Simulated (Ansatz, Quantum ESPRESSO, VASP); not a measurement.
Code comparison for MgTl (Pm-3m, 2 atoms in the cell)

Self-consistent single point.

```xyz
2
Lattice="3.6378 0.0000 0.0000 0.0000 3.6378 0.0000 0.0000 0.0000 3.6378" Properties=species:S:1:pos:R:3 pbc="T T T"
Mg     0.0000     0.0000     0.0000
Tl     1.8189     1.8189     1.8189
```

Shared settings, as Ansatz (a program for electronic structure) writes them: kpoints.mp_grid.grid = 7 7 7; magnetization.spin_orbit = true; scf.occupations.method = gaussian; scf.occupations.width = 0.272 eV. Potentials and cutoffs stand in the table.

```json
[
 {"code": "Ansatz", "model": "PBEsol with spin-orbit coupling, default PAW files made with PBE", "pressure (GPa)": "-1.30", "cutoff": "default"},
 {"code": "Quantum ESPRESSO", "model": "PBEsol, spin-orbit coupling, PseudoDojo fully relativistic norm-conserving (PBESOL) pseudopotentials", "pressure (GPa)": "-1.17", "cutoff": "85 Ry"},
 {"code": "VASP", "model": "PBEsol, spin-orbit coupling, VASP's PBE PAW potentials (set 64)", "pressure (GPa)": "-1.51", "cutoff": "300 eV"}
]
```

The spread over the programs that give each value: pressure within 0.34 GPa.

Ansatz's pressure is given at a fixed set of plane waves, as the other plane-wave codes print theirs.

VASP's run is marked for a possible Pulay error in its stress at this cutoff; no cutoff test was made.

The starting cell comes from a database of computed structures (which also holds hypothetical and non-ambient phases and stackings), without a prior relaxation at this level.

Left out of this page: ABINIT and FLEUR (failed or unconverged); Elk (with a known weakness of the program); SIESTA (not drawn, or without a comparable value).

Keys are those of Ansatz 0.2.
